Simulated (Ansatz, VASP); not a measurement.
## Re3F: VASP beside Ansatz

```
CELL_PARAMETERS angstrom
0.00000 3.04456 3.04456
3.04456 0.00000 3.04456
3.04456 3.04456 0.00000
ATOMIC_POSITIONS crystal
Re 0.50000 0.50000 0.50000
Re 0.25000 0.25000 0.25000
Re 0.75000 0.75000 0.75000
F 0.00000 0.00000 0.00000
```

Alike in both runs: functional PBE; k mesh 14 × 14 × 14; occupations gaussian, width 0.1 eV; no spin polarisation.

Ansatz relaxed the structure, and its values are those at the end. VASP's run is a single point on that final structure, the one shown.

|  | VASP | Ansatz |
| --- | --- | --- |
| version | VASP 6.6.1 | Ansatz 0.2.0 |
| potentials or method | VASP PAW PBE potentials, release 64 (Re, F) | scalar-relativistic, plane waves, PAW |
| plane-wave cutoff (eV) | 520 | 420 |
| valence electrons in the cell | 28 | 52 |

VASP gave:

- gap on the k mesh at the Fermi level (eV): none
- pressure (GPa): -1.2

Question: Estimate Ansatz's values.

Answer: gap on the k mesh at the Fermi level (eV): none; pressure (GPa): 0.0.

A gap of «none» marks a metal or a gap that the smearing closes. The two sets of potentials don't hold the same shells in valence.

The runs have no spin-orbit coupling, so splittings on Re are missing.
